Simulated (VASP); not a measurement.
Here is a VASP 6.6.1 calculation.

File INCAR:

```
SYSTEM = PtSe2
  ALGO = Normal
  EDIFF = 1E-8
  ENCUT = 520
  GGA = PE
  IBRION = 6
  ISIF = 3
  ISMEAR = 0
  IVDW = 12
  LASPH = .TRUE.
  LCHARG = .FALSE.
  LREAL = .FALSE.
  LWAVE = .FALSE.
  NELM = 60
  NFREE = 2
  NSW = 1
  POTIM = 0.015
  PREC = Accurate
  SIGMA = 0.02
```

The input KPOINTS:

```
k-points
0
G
  3 3 1
  0 0 0
```

Contents of POSCAR:

```
PtSe2                                   
1.0
    3.7117936664      0.0000000000      0.0000000000
   -1.8558968332      3.2145076050      0.0000000000
    0.0000000000      0.0000000000      4.9719980239
  Pt              Se            
     1     2
Direct
     0.0000000000000000    0.0000000000000000    0.0000000000000000
     0.3333333300000021    0.6666666699999979    0.2647599030025702
     0.6666666699999979    0.3333333300000021    0.7352400969974298
```

Potentials or basis: VASP PAW PBE potentials, release 64 (Pt, Se).

Run with:

```sh
$ cat potpaw_PBE.64/Pt/POTCAR potpaw_PBE.64/Se/POTCAR > POTCAR
$ mpirun -np 4 vasp_std > vasp.out
```

Task: What does it give for the Voigt bulk modulus?

Result: 86 GPa.

Task: Estimate the highest phonon frequency at Γ.

Result: 240 cm⁻¹.

Elastic tensor in Voigt notation (GPa, in the Cartesian axes of the cell as first typed):
```
127 145  28  34   0   0
145 127  28 -34   0   0
 28  28 122   0   0   0
 34 -34   0   2   0   0
  0   0   0   0   2  34
  0   0   0   0  34  -9
```

Caveat: the k mesh is coarse (spacing up to 1.26 Å⁻¹), so the values aren't converged; the elastic tensor has a negative eigenvalue, so either the cell is unstable as it stands or the mesh is too thin; pairwise dispersion overbinds metals, which lowers pressure and volume. The run has no spin-orbit coupling, so splittings on Pt are missing.
